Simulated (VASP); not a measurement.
Output of a VASP run:

### OSZICAR
```
...
DAV:   4    -0.934498520541E+01    0.54364E-05   -0.71593E-05  2763   0.727E-02    0.504E-02
DAV:   5    -0.934497893063E+01    0.62748E-05   -0.14986E-05  2957   0.303E-02    0.920E-03
DAV:   6    -0.934497869230E+01    0.23832E-06   -0.15310E-06  2209   0.982E-03
   3 F= -.93449787E+01 E0= -.93449801E+01  d E =-.208134E-01
       N       E                     dE             d eps       ncg     rms          rms(c)
DAV:   1    -0.934564661694E+01   -0.66769E-03   -0.16132E-02  2763   0.807E-01    0.530E-02
DAV:   2    -0.934557897648E+01    0.67640E-04   -0.52126E-04  2898   0.164E-01    0.348E-02
DAV:   3    -0.934552433375E+01    0.54643E-04   -0.12464E-04  3149   0.662E-02    0.763E-03
DAV:   4    -0.934552412377E+01    0.20998E-06   -0.26177E-06  2824   0.123E-02
   4 F= -.93455241E+01 E0= -.93455475E+01  d E =-.545431E-03
       N       E                     dE             d eps       ncg     rms          rms(c)
DAV:   1    -0.934566996437E+01   -0.14563E-03   -0.72802E-03  2771   0.542E-01    0.354E-02
DAV:   2    -0.934563942445E+01    0.30540E-04   -0.23214E-04  2905   0.109E-01    0.231E-02
DAV:   3    -0.934561487664E+01    0.24548E-04   -0.56196E-05  3159   0.444E-02    0.520E-03
DAV:   4    -0.934561482233E+01    0.54312E-07   -0.11441E-06  1810   0.835E-03
   5 F= -.93456148E+01 E0= -.93456543E+01  d E =-.636130E-03
       N       E                     dE             d eps       ncg     rms          rms(c)
DAV:   1    -0.934561651813E+01   -0.16415E-05   -0.57520E-05  2750   0.484E-02    0.323E-03
DAV:   2    -0.934561627361E+01    0.24453E-06   -0.19198E-06  2621   0.994E-03
   6 F= -.93456163E+01 E0= -.93456543E+01  d E =-.637581E-03
       N       E                     dE             d eps       ncg     rms          rms(c)
DAV:   1    -0.934561559528E+01    0.92285E-06   -0.11151E-04  2797   0.674E-02    0.461E-03
DAV:   2    -0.934561503083E+01    0.56445E-06   -0.37681E-06  2879   0.139E-02
   7 F= -.93456150E+01 E0= -.93456511E+01  d E =-.636339E-03
       N       E                     dE             d eps       ncg     rms          rms(c)
DAV:   1    -0.934561606520E+01   -0.46992E-06   -0.32717E-05  2701   0.360E-02    0.219E-03
DAV:   2    -0.934561595706E+01    0.10814E-06   -0.80401E-07  1409   0.668E-03
   8 F= -.93456160E+01 E0= -.93456529E+01  d E =-.637265E-03
       N       E                     dE             d eps       ncg     rms          rms(c)
DAV:   1    -0.934566451480E+01   -0.48450E-04   -0.15195E-03  2648   0.225E-01    0.178E-02
DAV:   2    -0.934565709655E+01    0.74183E-05   -0.49873E-05  2685   0.516E-02    0.101E-02
DAV:   3    -0.934565240615E+01    0.46904E-05   -0.15722E-05  2914   0.229E-02    0.216E-03
DAV:   4    -0.934565243277E+01   -0.26624E-07   -0.65143E-07  1351   0.626E-03
   9 F= -.93456524E+01 E0= -.93456849E+01  d E =-.364757E-04
       N       E                     dE             d eps       ncg     rms          rms(c)
DAV:   1    -0.934583769569E+01   -0.18529E-03   -0.13684E-02  2649   0.673E-01    0.533E-02
DAV:   2    -0.934577135167E+01    0.66344E-04   -0.44258E-04  2719   0.154E-01    0.302E-02
DAV:   3    -0.934573042748E+01    0.40924E-04   -0.13986E-04  2886   0.683E-02    0.647E-03
DAV:   4    -0.934573071840E+01   -0.29092E-06   -0.60909E-06  2747   0.187E-02
  10 F= -.93457307E+01 E0= -.93457502E+01  d E =-.114761E-03
```

**OUTCAR**
```
------------------------ aborting loop because EDIFF is reached ----------------------------------------
  FORCE on cell =-STRESS in cart. coord.  units (eV):
  Direction    XX          YY          ZZ          XY          YZ          ZX
  --------------------------------------------------------------------------------------
  Total        0.0111781     -0.0068142     -0.0051001      0.0000000     -0.0000000      0.0055533
  in kB        0.3976138     -0.2423842     -0.1814150      0.0000000     -0.0000000      0.1975353
  external PRESSURE =      -0.0087285 kB  Pullay stress =       0.0000000 kB
  volume of cell :       45.04
      direct lattice vectors                 reciprocal lattice vectors
     3.728949047 -1.910569751 -0.003475256     0.133977207 -0.261702039 -0.116774955
     3.728949047  1.910569751 -0.003475256     0.133977207  0.261702039 -0.116774955
     2.752993430  0.000000000  3.158540037     0.000294823  0.000000000  0.316345002
 POSITION                                       TOTAL-FORCE (eV/Angst)
 -----------------------------------------------------------------------------------
      2.31847      0.00000      0.71559        -0.005477      0.000000     -0.001690
      7.89242      0.00000      2.43599         0.005477      0.000000      0.001690
 -----------------------------------------------------------------------------------
    total drift:                                0.000000     -0.000000      0.000000
  FREE ENERGIE OF THE ION-ELECTRON SYSTEM (eV)
  ---------------------------------------------------
  free  energy   TOTEN  =        -9.3457307184 eV

  energy  without entropy=       -9.3457890431  energy(sigma->0) =       -9.34575016

 reached required accuracy - stopping structural energy minimisation
```
(Selected blocks of OUTCAR.)

### POSCAR
```
As
1
    3.6803640000    -1.8800000000     0.0000000000
    3.6803640000     1.8800000000     0.0000000000
    2.7200240000     0.0000000000     3.1114220000
As
2
Direct
  0.2270000000   0.2270000000   0.2270000000
  0.7730000000   0.7730000000   0.7730000000
```

Q: Reconstruct the remaining input files.

A: One answer among several that fit: the input of the run itself, PBE GGA, plane waves, VASP's PBE PAW potentials (set 64).

### INCAR
```
GGA  =  PE   ! PBE
IBRION  =  2   ! conjugate gradients
ISMEAR  =  1
EDIFF  =  1E-6   ! SCF stop (eV)
ENCUT  =  520   ! plane-wave cut-off (eV)
ISIF  =  3   ! ions, shape and volume
EDIFFG  =  -0.01
SYSTEM  =  As
ALGO  =  Normal   ! blocked Davidson
LWAVE  =  .False.
NELM  =  100   ! most electronic steps
LASPH  =  .True.
LCHARG  =  .False.
LMAXMIX  =  4
SIGMA  =  0.1
LREAL  =  .False.
NSW  =  60   ! most ionic steps
PREC  =  Accurate
```

**KPOINTS**
```
Automatic mesh
0
Gamma
11 11 11
0 0 0
```

POTCAR, in this order: As (PBE.64 set). Program: vasp_std.

Energy and stress use the plane-wave basis of the starting cell.

The compound is As in the a7 structure. This run relaxes it. Symmetry was kept, so distortions that lower it aren't found.
